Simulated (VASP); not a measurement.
Computed with HSE06 screened hybrid, VASP's PBE PAW potentials (set 64) (plane waves; VASP 6.6.1).

A VASP calculation is set up with these files.

### INCAR
```
SYSTEM = Al35N35Si
PREC = Normal
ENCUT = 400
EDIFF = 1E-5
NELM = 50
ALGO = Normal
LREAL = Auto
LASPH = .TRUE.
ISMEAR = 0
SIGMA = 0.05
GGA = PE
LWAVE = .FALSE.
LCHARG = .FALSE.
NELMIN = 4
ISYM = 0
HFSCREEN = 0.2
AEXX = 0.25
LHFCALC = .TRUE.
PRECFOCK = Fast
ISIF = 0
```

File POSCAR:
```
Al35N35Si
1
    4.6932676572    -8.1289780179     0.0000000000
    4.6932676572     8.1289780179     0.0000000000
    0.0000000000     0.0000000000    10.0192026156
Al N Si
35 35 1
Direct
  0.2203698106   0.1110538935   0.2473887626
  0.1109002826   0.2219773084   0.9947864842
  0.2238890284   0.1133879323   0.7464817358
  0.1125943675   0.2353784665   0.4907120418
  0.2028823249   0.4347479608   0.2501761904
  0.1108506207   0.5553885721   0.9947687356
  0.2310579311   0.4486628770   0.7422255919
  0.1121748765   0.5436070927   0.4904368716
  0.2204127235   0.7757773471   0.2473656509
  0.1121718320   0.8893255588   0.9983634368
  0.2238817757   0.7768474373   0.7464259434
  0.1122911708   0.8894200299   0.4982221813
  0.5536922865   0.1099724806   0.2504916741
  0.4443563453   0.2219617475   0.0010267660
  0.5561280919   0.1112775557   0.7502046974
  0.4427456019   0.2243585898   0.5009808674
  0.5501096704   0.4453121131   0.2522620946
  0.4421187965   0.5542100526   0.0014255141
  0.5647526522   0.4455487603   0.7557166177
  0.5500127357   0.7710346471   0.2522895473
  0.4443329158   0.8886389741   0.0009817920
  0.5646618308   0.7854981197   0.7557275322
  0.4426323523   0.8845939108   0.5009413227
  0.8855997203   0.1090792954   0.2498795387
  0.7777147378   0.2219709804   0.9987004544
  0.8924241198   0.1144751688   0.7473477870
  0.7747946127   0.2205171901   0.4992035741
  0.8856147584   0.4429455874   0.2498396112
  0.7786457813   0.5555904105   0.0019924078
  0.8924841554   0.4442886170   0.7472647386
  0.7795720896   0.5588781801   0.5021917606
  0.8882660850   0.7772904917   0.2500067929
  0.7786275085   0.8894210981   0.0020766783
  0.8925412294   0.7794895462   0.7513333056
  0.7794903644   0.8870388699   0.5022389280
  0.2221828205   0.1160898573   0.4387315138
  0.1053136259   0.2152427456   0.1843092597
  0.2231097557   0.1114182413   0.9382572034
  0.1142579655   0.2266029460   0.6852347753
  0.1051561379   0.5565230009   0.1842096841
  0.2234267726   0.4449688645   0.9357057273
  0.1143294935   0.5539921763   0.6850558466
  0.2221165345   0.7725694822   0.4387277178
  0.1106601793   0.8885581067   0.1901450563
  0.2230506757   0.7781179691   0.9381773073
  0.1142560392   0.8903659470   0.6892991665
  0.5514543485   0.1088309099   0.4420491726
  0.4437947425   0.2227842089   0.1930017956
  0.5548780031   0.1105912423   0.9417517249
  0.4474217207   0.2249858879   0.6918332935
  0.5519455186   0.4532983550   0.4477168539
  0.4322622912   0.5492842893   0.1948268638
  0.5564915378   0.4443482389   0.9454831173
  0.4656117204   0.5659787418   0.6996749786
  0.5517338850   0.7646173722   0.4477591219
  0.4437388551   0.8872975603   0.1929965407
  0.5564780723   0.7784116331   0.9455104309
  0.4474004698   0.8887823785   0.6917753729
  0.8817303015   0.1056611243   0.4413584276
  0.7754341408   0.2208972659   0.1903600763
  0.8882134855   0.1105589339   0.9389353391
  0.7775886826   0.2219884993   0.6905110445
  0.8814876562   0.4423473736   0.4412776938
  0.7731380669   0.5544252816   0.1935738009
  0.8881318656   0.4439662118   0.9388800114
  0.7835946610   0.5577719930   0.6925766294
  0.8909104074   0.7786222854   0.4411480325
  0.7731845774   0.8851522357   0.1937335814
  0.8895295433   0.7779184128   0.9426423440
  0.7835042364   0.8921058814   0.6926072501
  0.4393820241   0.5525794831   0.5191496153
```

KPOINTS:
```
Automatic mesh
0
Gamma
1 1 1
0 0 0
```

POTCAR, in this order: Al N Si (PBE.64 set). Program: vasp_gam. Read from the step before: WAVECAR.

The resulting files:

OUTCAR:
```
 ion  position               nearest neighbor table
   1  0.220  0.111  0.247-  37 1.89  48 1.90  44 1.90  36 1.92  14 3.07  10 3.08   4 3.08  12 3.09
                             2 3.10  17 3.12  16 3.12   5 3.12  32 3.13  24 3.13  13 3.13   9 3.15
   2  0.111  0.222  0.995-  61 1.89  38 1.90  37 1.90  41 1.91  26 3.05   3 3.07   5 3.09   1 3.10
                            18 3.11  33 3.12  25 3.13  10 3.13   6 3.13  14 3.13   7 3.13  24 3.14
   3  0.224  0.113  0.746-  50 1.90  46 1.90  39 1.91  38 1.92  16 3.04   2 3.07  12 3.08  10 3.11
                             7 3.11  26 3.12  14 3.12  34 3.12  15 3.13  11 3.16  19 3.16   4 3.19
   4  0.113  0.235  0.491-  36 1.93  59 1.95  39 1.95   8 2.90   5 2.91  71 3.04  24 3.04   7 3.06
                             1 3.08  27 3.10  26 3.13  16 3.15   3 3.19  35 3.20  12 3.25
   5  0.203  0.435  0.250-  37 1.91  40 1.91  52 1.95   8 2.90   4 2.91  28 3.02  24 3.02   6 3.09
                             2 3.09   9 3.12   1 3.12  18 3.16  20 3.21  17 3.21
   6  0.111  0.555  0.995-  65 1.90  45 1.90  40 1.90  41 1.91  30 3.05  11 3.07   5 3.09   9 3.10
                            18 3.12  29 3.12  10 3.13  25 3.13  21 3.13   2 3.13   7 3.13  28 3.14
   7  0.231  0.449  0.742-  39 1.89  42 1.89  41 1.94  54 1.95  71 2.80   4 3.06   8 3.07  18 3.11
                             3 3.11  11 3.12   2 3.13   6 3.13  22 3.15  19 3.15  30 3.16  26 3.16
   8  0.112  0.544  0.490-  43 1.93  63 1.94  42 1.95   4 2.90   5 2.90  28 3.04  71 3.04   7 3.07
                             9 3.08  27 3.10  30 3.13  23 3.15  11 3.19  31 3.20  12 3.25
   9  0.220  0.776  0.247-  40 1.89  56 1.90  44 1.90  43 1.92  21 3.07  10 3.08   8 3.08  12 3.09
                             6 3.10  20 3.12  23 3.12   5 3.12  32 3.12  13 3.13  28 3.13   1 3.15
  10  0.112  0.889  0.998-  69 1.89  38 1.90  45 1.90  44 1.92  34 3.05   1 3.08   9 3.08  32 3.11
                             3 3.11  11 3.11  14 3.12  21 3.12   6 3.13   2 3.13  33 3.13  29 3.13
  11  0.224  0.777  0.746-  58 1.90  46 1.90  42 1.91  45 1.92  23 3.04   6 3.07  12 3.08  10 3.11
                             7 3.12  30 3.12  21 3.12  34 3.12  15 3.13   3 3.16  22 3.16   8 3.19
  12  0.112  0.889  0.498-  67 1.89  46 1.91  36 1.94  43 1.94  32 3.08   3 3.08  11 3.08   1 3.09
                             9 3.09  34 3.10  35 3.11  31 3.11  16 3.12  23 3.12   8 3.25   4 3.25
  13  0.554  0.110  0.250-  56 1.90  48 1.90  60 1.90  47 1.92  27 3.07  14 3.08  21 3.08  23 3.11
                            16 3.11  25 3.11  24 3.12  28 3.12   9 3.13   1 3.13  20 3.16  17 3.16
  14  0.444  0.222  0.001-  53 1.89  49 1.90  38 1.91  48 1.92  19 3.06   1 3.07  13 3.08  15 3.10
                            17 3.10   3 3.12  10 3.12  21 3.13  25 3.13  18 3.13   2 3.13  29 3.13
  15  0.556  0.111  0.750-  62 1.90  50 1.90  58 1.90  49 1.92  25 3.07  27 3.08  14 3.10  21 3.10
                            19 3.10  22 3.10  16 3.10  23 3.10   3 3.13  11 3.13  30 3.14  26 3.14
  16  0.443  0.224  0.501-  36 1.90  50 1.91  47 1.92  51 1.94   3 3.04  17 3.07  71 3.10  15 3.10
                            13 3.11   1 3.12  12 3.12  19 3.12  27 3.14  31 3.15   4 3.15  23 3.19
  17  0.550  0.445  0.252-  52 1.89  48 1.90  64 1.91  51 1.96  20 3.06  18 3.07  16 3.07  14 3.10
                             1 3.12  29 3.12  31 3.12  32 3.15  28 3.16  13 3.16  71 3.21   5 3.21
  18  0.442  0.554  0.001-  41 1.90  57 1.91  53 1.91  52 1.94  20 3.07  17 3.07  22 3.10  19 3.10
                             7 3.11   2 3.11   6 3.12  21 3.13  14 3.13  29 3.15  33 3.15   5 3.16
  19  0.565  0.446  0.756-  54 1.87  66 1.89  53 1.90  50 1.90  29 3.02  71 3.03  14 3.06  31 3.08
                            30 3.08  18 3.10  15 3.10  34 3.11  16 3.12   7 3.15   3 3.16  22 3.19
  20  0.550  0.771  0.252-  52 1.89  56 1.90  68 1.91  55 1.96  17 3.06  18 3.07  23 3.07  21 3.10
...
```

### OSZICAR
```
       N       E                     dE             d eps       ncg     rms          rms(c)
DAV:   1    -0.610622356589E+03   -0.61062E+03   -0.17630E+01   428   0.860E+00    0.484E+01
DAV:   2    -0.610746097020E+03   -0.12374E+00   -0.41400E-01   406   0.148E+00    0.340E+01
DAV:   3    -0.610727337835E+03    0.18759E-01   -0.87070E-03   416   0.246E-01    0.208E+01
DAV:   4    -0.610719544119E+03    0.77937E-02   -0.35726E-03   408   0.126E-01    0.124E+01
DAV:   5    -0.610717113166E+03    0.24310E-02   -0.89615E-04   398   0.645E-02    0.724E+00
DAV:   6    -0.610716280568E+03    0.83260E-03   -0.24175E-04   400   0.409E-02    0.419E+00
DAV:   7    -0.610716010872E+03    0.26970E-03   -0.93938E-05   392   0.260E-02    0.241E+00
DAV:   8    -0.610715926237E+03    0.84635E-04   -0.24157E-05   238   0.143E-02    0.141E+00
DAV:   9    -0.610715901565E+03    0.24672E-04   -0.15038E-05   208   0.115E-02    0.808E-01
DAV:  10    -0.610715896193E+03    0.53722E-05   -0.56355E-06   208   0.638E-03
   1 F= -.61071590E+03 E0= -.61071590E+03  d E =-.248774E-11
```

**OUTCAR**
```
------------------------ aborting loop because EDIFF is reached ----------------------------------------
  volume of cell :      764.49
      direct lattice vectors                 reciprocal lattice vectors
     4.693267657 -8.128978018  0.000000000     0.106535582 -0.061508347  0.000000000
     4.693267657  8.128978018  0.000000000     0.106535582  0.061508347  0.000000000
     0.000000000  0.000000000 10.019202616     0.000000000  0.000000000  0.099808342
  FREE ENERGIE OF THE ION-ELECTRON SYSTEM (eV)
  ---------------------------------------------------
  free  energy   TOTEN  =      -610.7158961928 eV

  energy  without entropy=     -610.7158961928  energy(sigma->0) =     -610.71589619

  exchange ACFDT corr.  =         0.00000000  see jH, gK, PRB 81, 115126
```
(Selected blocks of OUTCAR.)

The supercell is sampled at Γ alone, which is coarse: total energies, pressure and levels can be off, energies of defects by several tenths of an eV.

The cell is a supercell with a defect, built from AlN (wurtzite): Si_Al-vac_N. The cell's shape comes from a PBE relaxation. The run is not spin-polarised, so no state with unpaired spins was tried.
